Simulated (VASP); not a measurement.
Here is the system:

```
CELL_PARAMETERS angstrom
      0.00000     7.35458     7.35458
      7.35458     0.00000     7.35458
      7.35458     7.35458     0.00000
ATOMIC_POSITIONS crystal
  Y  0.00000 0.00000 0.00000
  Y  0.00000 0.00000 0.33333
  Y  0.00000 0.00000 0.66667
  Y  0.00000 0.33333 0.00000
  Y  0.00000 0.33333 0.33333
  Y  0.00000 0.33333 0.66667
  Y  0.00000 0.66667 0.00000
  Y  0.00000 0.66667 0.33333
  Y  0.00000 0.66667 0.66667
  Y  0.33333 0.00000 0.00000
  Y  0.33333 0.00000 0.33333
  Y  0.33333 0.00000 0.66667
  Y  0.33333 0.33333 0.00000
  Y  0.33333 0.33333 0.33333
  Y  0.33333 0.33333 0.66667
  Y  0.33333 0.66667 0.00000
  Y  0.33333 0.66667 0.33333
  Y  0.33333 0.66667 0.66667
  Y  0.66667 0.00000 0.00000
  Y  0.66667 0.00000 0.33333
  Y  0.66667 0.00000 0.66667
  Y  0.66667 0.33333 0.00000
  Y  0.66667 0.33333 0.33333
  Y  0.66667 0.33333 0.66667
  Y  0.66667 0.66667 0.00000
  Y  0.66667 0.66667 0.33333
  Y  0.66667 0.66667 0.66667
  N  0.16667 0.16667 0.16667
  N  0.16667 0.16667 0.50000
  N  0.16667 0.16667 0.83333
  N  0.16667 0.50000 0.16667
  N  0.16667 0.50000 0.50000
  N  0.16667 0.50000 0.83333
  N  0.16667 0.83333 0.16667
  N  0.16667 0.83333 0.50000
  N  0.16667 0.83333 0.83333
  N  0.50000 0.16667 0.16667
  N  0.50000 0.16667 0.50000
  N  0.50000 0.16667 0.83333
  N  0.50000 0.50000 0.16667
  N  0.50000 0.50000 0.50000
  N  0.50000 0.50000 0.83333
  N  0.50000 0.83333 0.16667
  N  0.50000 0.83333 0.50000
  N  0.50000 0.83333 0.83333
  N  0.83333 0.16667 0.16667
  N  0.83333 0.16667 0.50000
  N  0.83333 0.16667 0.83333
  N  0.83333 0.50000 0.16667
  N  0.83333 0.50000 0.50000
  N  0.83333 0.50000 0.83333
  N  0.83333 0.83333 0.16667
  N  0.83333 0.83333 0.50000
  N  0.83333 0.83333 0.83333
```

These are PBE GGA, VASP's PBE PAW potentials (set 64) (plane waves; VASP) values and carry that method's errors. Numerical set-up: PREC = Normal, LREAL = Auto, EDIFF = 1E-5, 400 eV cut-off, 1×1×1 Γ-centred mesh, Gaussian smearing of 0.050 eV, potentials Y_sv N.

The supercell is sampled at Γ alone, which is coarse: total energies, pressure and levels can be off, energies of defects by several tenths of an eV.

### Question
What does the run give for the energy per atom (σ→0)?

### Answer

```
Quantity                       Result
---------------------  --------------
energy per atom (σ→0)  -9.013 eV/atom
```

The cell is a supercell, built from a database entry that may be metastable or hypothetical.
